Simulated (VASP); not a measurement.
# Au: stress against strain

Au (fcc, Fm-3m, 17.552 Å³/atom and stress up to 0.18 GPa in the relaxed cell, cube axes along x, y and z) under a strain ε along a cube axis (axis z), the other axes held. r2SCAN in VASP (plane waves, PAW), 480 eV, 18×18×18 Γ-centred mesh, Methfessel-Paxton smearing 0.10 eV. Stress is positive for a compressed cell.

Here s stands for strain and y for stress zz.

```
strain (%)  stress zz (GPa)
----------  ---------------
-1.50                  2.99
-1.00                  2.02
-0.50                  1.09
0.00                   0.18
0.50                  -0.71
1.00                  -1.57
1.50                  -2.39
3.00                      ?
```

Problem. Fit y against s with a straight line, and predict the withheld value at s = 3.00.

Solution. Means: s 0, y 0.230. About the means, the sum of products is -12.560 and the sum of squares of s is 7.0000; the slope is their ratio. Least squares gives y = 0.230 - 1.7943·s. Residuals (row less fit): 0.069, -0.004, -0.037, -0.050, -0.043, -0.006, 0.071; standard error 0.056 (degrees of freedom: 5). The slope gives the elastic constant C11 = about 180 GPa. At the withheld row, y = 0.230 - 1.7943 × 3.0 = -5.153 GPa. The calculation gives -4.62 GPa, 0.533 GPa above the prediction (7.0 % of the range of y in the table). The row lies outside the fitted rows, so this is an extrapolation. From the scatter of the fitted rows alone, a prediction at this place has a standard error of 0.087 GPa, so the miss is 6.1 times that.

A polynomial of degree 2 through the 12 other runs of the series gives -4.69 there, so most of the miss is curvature that the fit leaves out. In a metal these values are sensitive to mesh and smearing; energies are taken to zero smearing, stresses follow the free energy. Spin-orbit coupling is left out, which can shift these values for the heavy elements here. Rows are the converged runs of the series near zero and its far end, less any whose ions stayed unrelaxed beside relaxed ones; series whose fitted rows scatter by over a few per cent of the range, as at a crossing or softening among them, aren't shown in this form. Most that stay on the fit to the last digits aren't either.
